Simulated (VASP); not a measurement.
All values below come from HSE06 screened hybrid, VASP's PBE PAW potentials (set 64) (plane waves; VASP).

A VASP calculation is set up with these files.

**KPOINTS**
```
Automatic mesh
0
Gamma
1 1 1
0 0 0
```

### INCAR
```
SYSTEM = GaSi63
PREC = Normal
ENCUT = 400
EDIFF = 1E-5
NELM = 50
ALGO = Normal
LREAL = Auto
LASPH = .TRUE.
ISMEAR = 0
SIGMA = 0.05
GGA = PE
LMAXMIX = 4
LWAVE = .FALSE.
LCHARG = .FALSE.
NELMIN = 4
ISYM = 0
NELECT = 256.0
HFSCREEN = 0.2
AEXX = 0.25
LHFCALC = .TRUE.
PRECFOCK = Fast
ISIF = 0
```

**POSCAR**
```
GaSi63
1
   10.9370747000     0.0000000000     0.0000000000
    0.0000000000    10.9370747000     0.0000000000
    0.0000000000     0.0000000000    10.9370747000
Si Ga
63 1
Direct
  0.5000056911   0.0001590825   0.0002885519
  0.6243963406   0.1245905050   0.1248326649
  0.7498293998   0.2500638001   0.0001950929
  0.8754133864   0.3755267364   0.1247234145
  0.7498169936   0.9999535248   0.2503200474
  0.8755608219   0.1246015482   0.3755195563
  0.9999836211   0.9999641687   0.9999703169
  0.1251540974   0.1251435494   0.1251222135
  0.2503286471   0.2502568553   0.0001860981
  0.3752476517   0.3751516147   0.1259383385
  0.4999450241   0.4999119135   0.0001672031
  0.6249042539   0.6248853596   0.1255917144
  0.7498124298   0.7498093412   0.9999544809
  0.8748436360   0.8748811834   0.1251225781
  0.2503626537   0.0002858084   0.2503492622
  0.3752800034   0.1260436248   0.3751851711
  0.5018114951   0.2499787002   0.2499371652
  0.6268291869   0.3737452565   0.3737805362
  0.7504651109   0.4987216417   0.2497219066
  0.8743638209   0.6250558938   0.3752659427
  0.4999766777   0.0000870665   0.4999619715
  0.6248192506   0.1257162659   0.6248559662
  0.7505321742   0.2495926579   0.4985824371
  0.8745543642   0.3750650278   0.6249438940
  0.7497236528   0.0000420644   0.7497351888
  0.8748799937   0.1251214805   0.8748250883
  0.9998842699   0.4999755715   0.0003953295
  0.1244971551   0.6243802906   0.1246878595
  0.2501110354   0.7498873400   0.0001975862
  0.3755547838   0.8756680439   0.1246591531
  0.0001835860   0.2503150334   0.2502582521
  0.1258866218   0.3752416287   0.3751493293
  0.2497816127   0.5016506962   0.2497103480
  0.3733147328   0.6270577218   0.3733457570
  0.4986759680   0.7505869533   0.2495175843
  0.6250041321   0.8742887637   0.3753372895
  0.9997549009   0.9999287442   0.5000374668
  0.1244161759   0.1243500581   0.6244303466
  0.2495109531   0.2496357015   0.5016959003
  0.3726143493   0.3731156848   0.6276802578
  0.6268001563   0.6266918449   0.6275306969
  0.7502191148   0.7501521258   0.5018124736
  0.8752890436   0.8754727455   0.6244188799
  0.2502428047   0.0000139370   0.7498017842
  0.3755383110   0.1244580131   0.8756565013
  0.4985237296   0.2494922635   0.7506789907
  0.6249429279   0.3750149973   0.8746478869
  0.7507270719   0.5012910268   0.7508410979
  0.8757278144   0.6244986336   0.8756610726
  0.0000177862   0.7498666316   0.2502894882
  0.1245142246   0.8757668076   0.3755580221
  0.0000339214   0.4999963908   0.4999533358
  0.1255308965   0.6250259464   0.6247942168
  0.2494822234   0.7506651609   0.4985193535
  0.3751538959   0.8744167421   0.6249160739
  0.0001346739   0.2501561740   0.7498538775
  0.1243073637   0.3754980083   0.8759114732
  0.2490864245   0.4988212330   0.7509606742
  0.3750575715   0.6250372367   0.8746772603
  0.5014672786   0.7506358662   0.7507980648
  0.6244888266   0.8758013126   0.8756991225
  0.9999416901   0.7498868377   0.7497392102
  0.1251307940   0.8749240566   0.8748333936
  0.4994507997   0.5000431053   0.5009737880
```

POTCAR, in this order: Si Ga (PBE.64 set). Program: vasp_gam. Read from the step before: WAVECAR.

What will the output report for the number of irreducible k-points (NKPTS), largest plane-wave count, FFT grid (NGX, NGY, NGZ)?

```
Property                                      Result
--------------------------------------  ------------
number of irreducible k-points (NKPTS)             1
largest plane-wave count                       11924
FFT grid (NGX, NGY, NGZ)                54 × 54 × 54
```

The cell is a supercell with a defect, built from Si (diamond): Ga_Si, charge -1. The cell's shape comes from a PBE relaxation. The run is not spin-polarised, so no state with unpaired spins was tried.
